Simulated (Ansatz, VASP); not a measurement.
# Cu3Ru2 (Cu(111) on Ru(0001), film 10.5 A thick) in two plane-wave programs

One calculation is typed for both programs; each brings its own data sets. How far apart do they land? The cell is taken from a series of runs on this material, whose earlier steps may have relaxed, scaled, displaced or heated it; both programs get it as it stands.

Program: Ansatz 0.2.0. Level of theory: plane waves, with VASP 6.6.1 beside it; PBE. Results are calculated unless marked as measured.

## (1) Set-up

The cell holds 80 atoms: 32 Ru and 48 Cu. Its edges and angles: a = 7.183 Å, b = 7.183 Å, c = 33.063 Å, α = 90.0°, β = 90.0°, γ = 81.8°. It derives from Ru. As first built, before any earlier steps moved the atoms or strained the cell (in the runner's words): Cu(111) slab, 6 repeats (10.5 A between outer planes), strained in the plane by up to 5.6 % to a cell of 51 A^2 of Ru(0001) (2 repeats);, lowest layers held; starting gap 2.15 A. Of 4 lateral registries the lowest after a short relaxation was kept. Relaxed with the MACE-MP-0b2 potential. Lattice constants are starting values near those of PBE. Vacuum lies along c.

## (2) Ansatz: single point, PBE

Ansatz runs on its default PAW (the set named soft_2) files.

A single point takes one fixed geometry, so differences don't come from the geometry; what else differs is listed under the comparison.

input.yaml reads:

```yaml
crystal:
  lattice:
    - [7.18321, 0.0, 0.0]
    - [1.02617, 7.10954, 0.0]
    - [0.0, 0.0, 33.06334]
  atoms:
    - { symbol: Ru, position: [0.83217, 0.16872, 0.21185] }
    - { symbol: Ru, position: [0.9985, 0.993, 0.27699] }
    - { symbol: Ru, position: [0.83401, 0.16633, 0.34224] }
    - { symbol: Ru, position: [0.99968, 0.99914, 0.40605] }
    - { symbol: Ru, position: [0.4569, 0.29515, 0.21178] }
    - { symbol: Ru, position: [0.62533, 0.12521, 0.27635] }
    - { symbol: Ru, position: [0.45914, 0.29114, 0.34272] }
    - { symbol: Ru, position: [0.62606, 0.12422, 0.40605] }
    - { symbol: Ru, position: [0.0861, 0.41336, 0.21266] }
    - { symbol: Ru, position: [0.25206, 0.24949, 0.27676] }
    - { symbol: Ru, position: [0.08376, 0.4169, 0.34229] }
    - { symbol: Ru, position: [0.24966, 0.24932, 0.40617] }
    - { symbol: Ru, position: [0.70275, 0.53932, 0.21143] }
    - { symbol: Ru, position: [0.87509, 0.3789, 0.27612] }
    - { symbol: Ru, position: [0.70936, 0.54199, 0.34255] }
    - { symbol: Ru, position: [0.87594, 0.37443, 0.40616] }
    - { symbol: Ru, position: [0.33219, 0.66376, 0.21193] }
    - { symbol: Ru, position: [0.50314, 0.49894, 0.27668] }
    - { symbol: Ru, position: [0.33378, 0.66625, 0.34238] }
    - { symbol: Ru, position: [0.50043, 0.49922, 0.40617] }
    - { symbol: Ru, position: [0.95982, 0.78953, 0.21162] }
    - { symbol: Ru, position: [0.12685, 0.62625, 0.27592] }
    - { symbol: Ru, position: [0.95794, 0.78968, 0.34262] }
    - { symbol: Ru, position: [0.12596, 0.62428, 0.40631] }
    - { symbol: Ru, position: [0.58672, 0.92159, 0.21193] }
    - { symbol: Ru, position: [0.74823, 0.74987, 0.27556] }
    - { symbol: Ru, position: [0.58316, 0.91622, 0.34215] }
    - { symbol: Ru, position: [0.74959, 0.74942, 0.40629] }
    - { symbol: Ru, position: [0.20651, 0.0439, 0.21182] }
    - { symbol: Ru, position: [0.37177, 0.87746, 0.27599] }
    - { symbol: Ru, position: [0.20868, 0.04108, 0.34252] }
    - { symbol: Ru, position: [0.37571, 0.87446, 0.40609] }
    - { symbol: Cu, position: [0.08307, 0.41623, 0.47237] }
    - { symbol: Cu, position: [0.04141, 0.20862, 0.534] }
    - { symbol: Cu, position: [0.25019, 0.24965, 0.59428] }
    - { symbol: Cu, position: [0.08411, 0.41664, 0.65462] }
    - { symbol: Cu, position: [0.04196, 0.20792, 0.71457] }
    - { symbol: Cu, position: [0.24995, 0.24886, 0.77488] }
    - { symbol: Cu, position: [0.3337, 0.66663, 0.47238] }
    - { symbol: Cu, position: [0.29236, 0.45794, 0.53403] }
    - { symbol: Cu, position: [0.50073, 0.50006, 0.59426] }
    - { symbol: Cu, position: [0.33433, 0.66635, 0.65454] }
    - { symbol: Cu, position: [0.29248, 0.458, 0.71464] }
    - { symbol: Cu, position: [0.5002, 0.49903, 0.77493] }
    - { symbol: Cu, position: [0.20816, 0.04095, 0.47228] }
    - { symbol: Cu, position: [0.16608, 0.83314, 0.534] }
    - { symbol: Cu, position: [0.37497, 0.87448, 0.59423] }
    - { symbol: Cu, position: [0.20934, 0.04174, 0.65446] }
    - { symbol: Cu, position: [0.16673, 0.83327, 0.71458] }
    - { symbol: Cu, position: [0.37449, 0.87407, 0.77492] }
    - { symbol: Cu, position: [0.70797, 0.54026, 0.47239] }
    - { symbol: Cu, position: [0.66708, 0.33317, 0.53421] }
    - { symbol: Cu, position: [0.87642, 0.37531, 0.59437] }
    - { symbol: Cu, position: [0.70932, 0.54115, 0.65454] }
    - { symbol: Cu, position: [0.6665, 0.33276, 0.71467] }
    - { symbol: Cu, position: [0.87494, 0.37525, 0.77481] }
    - { symbol: Cu, position: [0.58296, 0.91658, 0.47239] }
    - { symbol: Cu, position: [0.5423, 0.70861, 0.53409] }
    - { symbol: Cu, position: [0.75109, 0.74974, 0.59437] }
    - { symbol: Cu, position: [0.5839, 0.91685, 0.65442] }
    - { symbol: Cu, position: [0.54233, 0.70832, 0.71464] }
    - { symbol: Cu, position: [0.74987, 0.75027, 0.77513] }
    - { symbol: Cu, position: [0.45852, 0.29032, 0.47242] }
    - { symbol: Cu, position: [0.4168, 0.08302, 0.53414] }
    - { symbol: Cu, position: [0.62609, 0.12461, 0.59424] }
    - { symbol: Cu, position: [0.45896, 0.29165, 0.65439] }
    - { symbol: Cu, position: [0.41691, 0.08287, 0.71464] }
    - { symbol: Cu, position: [0.62535, 0.12404, 0.77501] }
    - { symbol: Cu, position: [0.95757, 0.79119, 0.47233] }
    - { symbol: Cu, position: [0.91698, 0.58277, 0.5341] }
    - { symbol: Cu, position: [0.12608, 0.62528, 0.59442] }
    - { symbol: Cu, position: [0.95769, 0.79275, 0.65462] }
    - { symbol: Cu, position: [0.91726, 0.58359, 0.71475] }
    - { symbol: Cu, position: [0.12606, 0.62457, 0.775] }
    - { symbol: Cu, position: [0.83287, 0.16547, 0.47239] }
    - { symbol: Cu, position: [0.79211, 0.95749, 0.53414] }
    - { symbol: Cu, position: [0.00081, 0.99974, 0.59433] }
    - { symbol: Cu, position: [0.83338, 0.16701, 0.65452] }
    - { symbol: Cu, position: [0.79147, 0.95801, 0.71477] }
    - { symbol: Cu, position: [3.0e-05, 0.00023, 0.77495] }
kpoints:
  mp_grid: { grid: [3, 3, 1] }
hamiltonian:
  xc: pbe
scf:
  occupations: { method: fermi_dirac, width: 0.1 }
output:
  forces: true
```

Command:

```
$ ansatz run input.yaml --threads 11 --pin off --max-ram 102400MiB --backend cuda --events-out ev --progress --plain --runs-dir out
```

Numbers of over 12 decimals in the logs are rounded to 6 here.

What it wrote:

```text
Engine: ansatz 0.2.0, x86_64-unknown-linux-gnu
Pseudopotentials: kind: paw
Pseudopotential: Ru, paw, valence charge 16, recommended cutoff 420 eV (normal), Ru.paw.azcp
Pseudopotential: Cu, paw, valence charge 19, recommended cutoff 420 eV (normal), Cu.paw.azcp
Functional definition: PBE
  parameter kappa = 0.804
  parameter beta = 0.066725
  exchange = pbe_x(kappa = kappa, mu = beta*pi^2/3)
  correlation = pbe_c(beta = beta)
device memory: the entry about to start is reckoned to put 39.3 GiB on a device that reports 78.6 GiB free
GPU FFT provider: cuFFT
GPU libraries: cuBLAS 13.8.2, cuFFT 12.4.0, cuSOLVER 12.3.4
Crystal: 80 atoms, lattice volume = 1688.522 Å³
Basis set: ecut = 420 eV, 32911 PW (Γ), exchange–correlation on 100×100×450 points (8 copies of the dense FFT grid, shifted against one another)
Bands: 792, of which v1, the nominal top of the filled ones, is band 712 counted from 1 (711 counted from 0)
Symmetry: 1 space group operations
Space group: P1 (ITA 1), of the structure as read, at distance tolerance 1.2e-4 Å
k-points: 5 of 9 (time reversal used)
Non-local potential: Ru, projectors of the file, l = 0: 3, l = 1: 2, l = 2: 2, l = 3: 1
Non-local potential: Cu, projectors of the file, l = 0: 3, l = 1: 2, l = 2: 3, l = 3: 1
PAW form: soft (Blöchl's): semilocal exchange-correlation on the pseudo side does not see the compensation charge
PAW one-centre angular grid: Ru, 590 points (default); XC on 64 Gauss nodes
PAW one-centre angular grid: Cu, 590 points (default); XC on 64 Gauss nodes
Initial density: superposition of atomic densities (neutral atoms: chi_scale 0, normalization atom), corrected by the library's trained network
Initial wavefunctions: pseudopotential atomic-orbital guess
GPU buffer pool allocated for 562500 grid points (all kernels)
GPU transforms: local potential and band sums: pruned to the plane-wave sphere, on 50×50×225
Functional: x = pbe(κ = 0.804, μ = 0.219515), c = pbe(β = 0.066725)
SCF iter   1: F=—  HF=-506110.453713 eV  |F-HF|=—  |Δ(HF+E_count)|=         —  Δρ=1.15e-2  dr2=7.71e1  ethr=1.77e-3  ⟨swp⟩=6.0  Hψ=14145  notcnv=0  defer=8
preconditioner: auto → LDOS  [metal: Δε(μ)=0.023 eV  Ē_g=4.552 eV  σ=0.100 eV  W_gap=0.06  n_scr=492 (ndim 8)  ℏωp=25.3 eV  f_vac=0.350  D(μ)=48.72/eV (n_scr^D=344)  β→1.0]
SCF iter   2: F=—  HF=-506109.956876 eV  |F-HF|=—  |Δ(HF+E_count)|=   4.97e-1  Δρ=4.00e-3  dr2=1.54e0  ethr=1.77e-3  ⟨swp⟩=1.2  Hψ=4751  notcnv=0  defer=13
SCF iter   3: F=—  HF=-506109.989263 eV  |F-HF|=—  |Δ(HF+E_count)|=   3.24e-2  Δρ=2.82e-3  dr2=1.29e-1  ethr=1.08e-4  ⟨swp⟩=2.0  Hψ=4243  notcnv=0  defer=25
SCF iter   4: F=—  HF=-506109.989717 eV  |F-HF|=—  |Δ(HF+E_count)|=   4.54e-4  Δρ=1.04e-3  dr2=1.53e-2  ethr=9.09e-6  ⟨swp⟩=2.0  Hψ=5687  notcnv=0  defer=25
SCF iter   5: F=—  HF=-506109.984822 eV  |F-HF|=—  |Δ(HF+E_count)|=   4.90e-3  Δρ=2.79e-4  dr2=1.47e-3  ethr=1.08e-6  ⟨swp⟩=2.0  Hψ=5852  notcnv=0  defer=25
SCF iter   6: F=—  HF=-506109.966475 eV  |F-HF|=—  |Δ(HF+E_count)|=   1.83e-2  Δρ=1.58e-4  dr2=4.41e-4  ethr=1.03e-7  ⟨swp⟩=2.2  Hψ=7014  notcnv=0  defer=25
SCF iter   7: F=—  HF=-506109.966563 eV  |F-HF|=—  |Δ(HF+E_count)|=   8.79e-5  Δρ=4.74e-5  dr2=6.39e-5  ethr=3.10e-8  ⟨swp⟩=2.0  Hψ=5785  notcnv=0  defer=25
SCF iter   8: F=—  HF=-506109.975930 eV  |F-HF|=—  |Δ(HF+E_count)|=   9.37e-3  Δρ=3.09e-5  dr2=1.88e-5  ethr=4.48e-9  ⟨swp⟩=2.0  Hψ=5967  notcnv=0  defer=22
SCF iter   9: F=—  HF=-506109.975929 eV  |F-HF|=—  |Δ(HF+E_count)|=   1.08e-6  Δρ=1.06e-5  dr2=2.51e-6  ethr=1.32e-9  ⟨swp⟩=2.0  Hψ=5907  notcnv=0  defer=22
SCF iter  10: F=—  HF=-506109.975930 eV  |F-HF|=—  |Δ(HF+E_count)|=   1.25e-6  Δρ=6.10e-6  dr2=9.10e-7  ethr=1.76e-10  ⟨swp⟩=2.6  Hψ=5860  notcnv=0  defer=22
SCF iter  11: F=—  HF=-506109.975931 eV  |F-HF|=—  |Δ(HF+E_count)|=   9.13e-7  Δρ=3.69e-6  dr2=3.98e-7  ethr=6.39e-11  ⟨swp⟩=2.2  Hψ=5764  notcnv=0  defer=22
SCF iter  12: F=—  HF=-506109.975932 eV  |F-HF|=—  |Δ(HF+E_count)|=   2.48e-7  Δρ=1.90e-6  dr2=1.74e-7  ethr=2.79e-11  ⟨swp⟩=2.0  Hψ=5328  notcnv=0  defer=22
SCF iter  13: F=-506109.975932 eV  HF=-506109.975932 eV  |F-HF|=3.15e-8  |Δ(HF+E_count)|=   7.99e-8  Δρ=7.19e-7  dr2=3.66e-8  ethr=7.02e-12  ⟨swp⟩=3.4  Hψ=10794  notcnv=0
SCF 1 converged in 13 iterations: F = -506109.975932 eV  dr2 = 3.66e-8
  greatest PAW one-centre occupation: 1.000 electrons in one spin orbital (limit 2), on the Cu atom at site 61 (counted from 0), in its partial waves of l = 0
SCF converged after 13 iterations
Free energy (F): -506109.975932 eV
Harris-Foulkes:  -506109.975932 eV  (|F-HF|=3.15e-8)
Internal energy: -506108.237828 eV  (E = F + TS)
E sigma→0 (E₀):  -506109.106880 eV
Entropy (-TS):   -1.738104 eV (-21.726 meV/atom)
Fermi energy:    9.735156 eV
--- Per-component energies (eV) ---
  E_band       = -32068.956424
  E_kinetic    = 30771.282514
  E_local      = -3201269.138435  (includes V_loc(G=0)·N_el)
  E_nonlocal   = 29765.123448
  E_hartree    = 1575347.243224
  E_xc         = -10335.600291
  E_vxc        = -13119.240130  (∫ρ·V_xc dr)
  E_paw        = -190630.831304  (= ΣΔE_a)
  E_vpaw       = -28911.319845  (= ΣTr[D̂ρ^β])
  E_aug_tail   = 0.008387  (compensation charges beyond the density's cutoff)
  E_ewald      = 1260243.674630
  E_smearing   = -1.738104  (= −TS)
  E_closure    = 0.000000  (closes the sum)
  Σ components = -506109.975932   (vs F -506109.975932, Δ=0.00e0)
--- Forces (eV/Å), atoms counted from 1 ---
  atom   1  Ru     0.08129522    -0.15065937     0.64096633
  atom   2  Ru     0.25161514     0.67770029    -0.47553307
  atom   3  Ru    -0.00717199     0.03115852    -0.19596739
  atom   4  Ru     0.03184063     0.01607171     0.02176599
  atom   5  Ru     0.04115912    -0.22338957     0.60242282
  atom   6  Ru    -0.03227435     0.10056626    -0.22945526
  atom   7  Ru    -0.01648476     0.01089785    -0.24100668
  atom   8  Ru    -0.03602265    -0.00452055    -0.00628357
  atom   9  Ru    -0.06446323     0.20544754     0.34606171
  atom  10  Ru    -0.21288954    -0.05264246    -0.25794015
  atom  11  Ru     0.01102426    -0.01583609    -0.15622112
  atom  12  Ru     0.03554855    -0.00826612    -0.01754307
  atom  13  Ru     0.31820188     0.12804262     0.64824692
  atom  14  Ru    -0.05347854    -0.37555853    -0.12943356
  atom  15  Ru    -0.05155014    -0.00914593    -0.17238835
  atom  16  Ru    -0.02703165    -0.02835140    -0.04224847
  atom  17  Ru     0.09497288     0.20435793     0.50624478
  atom  18  Ru    -0.31451840     0.05788543    -0.26426524
  atom  19  Ru     0.02116624     0.02634282    -0.18506339
  atom  20  Ru    -0.00793003     0.02220114    -0.00327333
  atom  21  Ru    -0.08885612     0.14589875     0.52968133
  atom  22  Ru    -0.20594893    -0.14842551    -0.05162763
  atom  23  Ru    -0.00370856     0.01867457    -0.17501106
  atom  24  Ru    -0.02109488     0.01880717    -0.08438734
[...]
atom  73  Cu    -0.00225905    -0.00322284     0.12199128
  atom  74  Cu    -0.01038417     0.00014965    -0.09267552
  atom  75  Cu     0.01577410     0.01686641    -0.01938335
  atom  76  Cu    -0.00441535     0.01308415    -0.18481102
  atom  77  Cu    -0.00218304     0.00735013    -0.01512044
  atom  78  Cu     0.00416246    -0.00563519     0.02342268
  atom  79  Cu     0.00763672     0.00690163     0.11504788
  atom  80  Cu     0.00304084    -0.01277610    -0.08505352
  max |Σ_I F_I| component: 1.36e-4 eV/Å
```

Reading the cycles: dr2 is the Hartree energy of the density residual (eV), the measure of convergence; HF is the Harris–Foulkes estimate of the energy, which meets the free energy F at convergence.

## (3) VASP: single point, PBE

The same cell, functional, mesh and smearing now go to VASP, with its own data sets.

Lines of VASP's logs that name or quote its potential files are left out, and so is its time.

INCAR reads:

```
SYSTEM = Cu3Ru2
PREC = Accurate
ENCUT = 520
EDIFF = 1E-06
NELM = 120
ISMEAR = -1
SIGMA = 0.1
LREAL = Auto
ALGO = Normal
GGA = PE
NBANDS = 566
LASPH = .TRUE.
LORBIT = 11
LWAVE = .FALSE.
LCHARG = .FALSE.
ISIF = 2
GGA_COMPAT = .FALSE.
```

POSCAR reads:

```
Cu3Ru2
1.0
    7.1832100000      0.0000000000      0.0000000000
    1.0261700000      7.1095400000      0.0000000000
    0.0000000000      0.0000000000     33.0633400000
Ru Cu
32 48
Direct
    0.8321700000      0.1687200000      0.2118500000
    0.9985000000      0.9930000000      0.2769900000
    0.8340100000      0.1663300000      0.3422400000
    0.9996800000      0.9991400000      0.4060500000
    0.4569000000      0.2951500000      0.2117800000
    0.6253300000      0.1252100000      0.2763500000
    0.4591400000      0.2911400000      0.3427200000
    0.6260600000      0.1242200000      0.4060500000
    0.0861000000      0.4133600000      0.2126600000
    0.2520600000      0.2494900000      0.2767600000
    0.0837600000      0.4169000000      0.3422900000
    0.2496600000      0.2493200000      0.4061700000
    0.7027500000      0.5393200000      0.2114300000
    0.8750900000      0.3789000000      0.2761200000
    0.7093600000      0.5419900000      0.3425500000
    0.8759400000      0.3744300000      0.4061600000
    0.3321900000      0.6637600000      0.2119300000
    0.5031400000      0.4989400000      0.2766800000
    0.3337800000      0.6662500000      0.3423800000
    0.5004300000      0.4992200000      0.4061700000
    0.9598200000      0.7895300000      0.2116200000
    0.1268500000      0.6262500000      0.2759200000
    0.9579400000      0.7896800000      0.3426200000
    0.1259600000      0.6242800000      0.4063100000
    0.5867200000      0.9215900000      0.2119300000
    0.7482300000      0.7498700000      0.2755600000
    0.5831600000      0.9162200000      0.3421500000
    0.7495900000      0.7494200000      0.4062900000
    0.2065100000      0.0439000000      0.2118200000
    0.3717700000      0.8774600000      0.2759900000
    0.2086800000      0.0410800000      0.3425200000
    0.3757100000      0.8744600000      0.4060900000
    0.0830700000      0.4162300000      0.4723700000
    0.0414100000      0.2086200000      0.5340000000
    0.2501900000      0.2496500000      0.5942800000
    0.0841100000      0.4166400000      0.6546200000
    0.0419600000      0.2079200000      0.7145700000
    0.2499500000      0.2488600000      0.7748800000
    0.3337000000      0.6666300000      0.4723800000
    0.2923600000      0.4579400000      0.5340300000
    0.5007300000      0.5000600000      0.5942600000
    0.3343300000      0.6663500000      0.6545400000
    0.2924800000      0.4580000000      0.7146400000
    0.5002000000      0.4990300000      0.7749300000
    0.2081600000      0.0409500000      0.4722800000
    0.1660800000      0.8331400000      0.5340000000
    0.3749700000      0.8744800000      0.5942300000
    0.2093400000      0.0417400000      0.6544600000
    0.1667300000      0.8332700000      0.7145800000
    0.3744900000      0.8740700000      0.7749200000
    0.7079700000      0.5402600000      0.4723900000
    0.6670800000      0.3331700000      0.5342100000
    0.8764200000      0.3753100000      0.5943700000
    0.7093200000      0.5411500000      0.6545400000
    0.6665000000      0.3327600000      0.7146700000
    0.8749400000      0.3752500000      0.7748100000
    0.5829600000      0.9165800000      0.4723900000
    0.5423000000      0.7086100000      0.5340900000
    0.7510900000      0.7497400000      0.5943700000
    0.5839000000      0.9168500000      0.6544200000
    0.5423300000      0.7083200000      0.7146400000
    0.7498700000      0.7502700000      0.7751300000
    0.4585200000      0.2903200000      0.4724200000
    0.4168000000      0.0830200000      0.5341400000
    0.6260900000      0.1246100000      0.5942400000
    0.4589600000      0.2916500000      0.6543900000
    0.4169100000      0.0828700000      0.7146400000
    0.6253500000      0.1240400000      0.7750100000
    0.9575700000      0.7911900000      0.4723300000
    0.9169800000      0.5827700000      0.5341000000
    0.1260800000      0.6252800000      0.5944200000
    0.9576900000      0.7927500000      0.6546200000
    0.9172600000      0.5835900000      0.7147500000
    0.1260600000      0.6245700000      0.7750000000
    0.8328700000      0.1654700000      0.4723900000
    0.7921100000      0.9574900000      0.5341400000
    0.0008100000      0.9997400000      0.5943300000
    0.8333800000      0.1670100000      0.6545200000
    0.7914700000      0.9580100000      0.7147700000
    0.0000300000      0.0002300000      0.7749500000
```

KPOINTS reads:

```
Automatic mesh
0
Gamma
3 3 1
0 0 0
```

Potentials, in the order of the species: Ru_pv and Cu (PBE family, release 64).

Command:

```
$ export OMP_NUM_THREADS=3
$ mpirun -np 1 vasp_std
```

What it wrote:

```text
[banner, memory and clock lines left out]
running    1 mpi-ranks, on    1 nodes
[...]
Offloading initialized ...    1 GPUs detected
[...]
LDA part: xc-table for (Slater+PW92), standard interpolation
 POSCAR, INCAR and KPOINTS ok, starting setup
[...]
entering main loop
       N       E                     dE             d eps       ncg     rms          rms(c)
DAV:   1     0.160592067309E+05    0.16059E+05   -0.43902E+05  5812   0.237E+03
DAV:   2     0.275896125967E+04   -0.13300E+05   -0.12775E+05  5804   0.710E+02
DAV:   3    -0.617825806601E+02   -0.28207E+04   -0.26049E+04  5660   0.331E+02
DAV:   4    -0.489736335433E+03   -0.42795E+03   -0.35984E+03  8672   0.130E+02
[...]
DAV:  53    -0.458307942284E+03   -0.15343E-04   -0.61697E-07  3480   0.447E-03    0.181E-03
DAV:  54    -0.458307947187E+03   -0.49036E-05   -0.68819E-07  3304   0.587E-03    0.183E-03
DAV:  55    -0.458307947990E+03   -0.80210E-06   -0.33868E-07  3152   0.146E-03
   1 F= -.45830795E+03 E0= -.45744137E+03  d E =-.173315E+01
```

OUTCAR, selected parts (step 3):

```text
  FREE ENERGIE OF THE ION-ELECTRON SYSTEM (eV)
  ---------------------------------------------------
  free  energy   TOTEN  =      -458.3079479896 eV

  energy  without entropy=     -456.5747962917  energy(sigma->0) =     -457.44137214
```

## (4) Comparison

Known differences besides the potentials themselves: the data sets hold 1424 valence electrons in Ansatz (on its default PAW (the set named soft_2) files) and 976 in VASP; the cutoff is 420 eV in Ansatz and 520 eV in VASP (PREC = Accurate, projectors in real space). Total energies have different zeros and are not compared.

Forces on 10 of the 80 atoms, those with the largest forces and the largest differences (eV/Å; atoms numbered as in POSCAR):

```csv
atom,"Ansatz x, y, z","VASP x, y, z"
Ru1,"0.081, -0.151, 0.641","0.082, -0.150, 0.636"
Ru2,"0.252, 0.678, -0.476","0.251, 0.679, -0.475"
Ru5,"0.041, -0.223, 0.602","0.041, -0.225, 0.598"
Ru13,"0.318, 0.128, 0.648","0.320, 0.128, 0.642"
Ru21,"-0.089, 0.146, 0.530","-0.089, 0.147, 0.525"
Ru25,"-0.255, -0.198, 0.467","-0.255, -0.199, 0.461"
Ru29,"-0.004, -0.192, 0.608","-0.003, -0.193, 0.604"
Cu62,"0.005, -0.016, -0.099","0.006, -0.016, -0.077"
Cu68,"-0.007, 0.010, -0.085","-0.007, 0.010, -0.064"
Cu74,"-0.010, 0.000, -0.093","-0.010, 0.000, -0.072"
```

The forces differ by 4.7 meV/Å r.m.s., which is 3.2 % of the r.m.s. force of 0.147 eV/Å (both taken over all components). Where the cell holds vacuum, a pressure given here is an average over it and none of the material.

## (5) Outcome

```json
{"r.m.s. force difference (single point, PBE)": "4.7 meV/Å"}
```

**Reading.** The r.m.s. force difference is 4.7 meV/Å (single point, PBE), within the 12 meV/Å picked in this series as the mark of a large difference. The data sets hold unlike numbers of valence electrons (1424 in Ansatz and 976 in VASP), so part of the differences may come from the potentials. How closely two codes agree says nothing of how well the functional describes the real material.

[Lines on the potential files, build, host, timing and source positions are cut from VASP's logs without a mark.]

[Logs are printed without paths, hosts, clocks, repeated set-up lines and the standing remarks that a program may print on its own settings, such as how far it seeks lower states.]

[Hosts, paths, dates, database ids (printed as entryN), source tags and the programs' standing remarks are cut or masked in the printed files.]
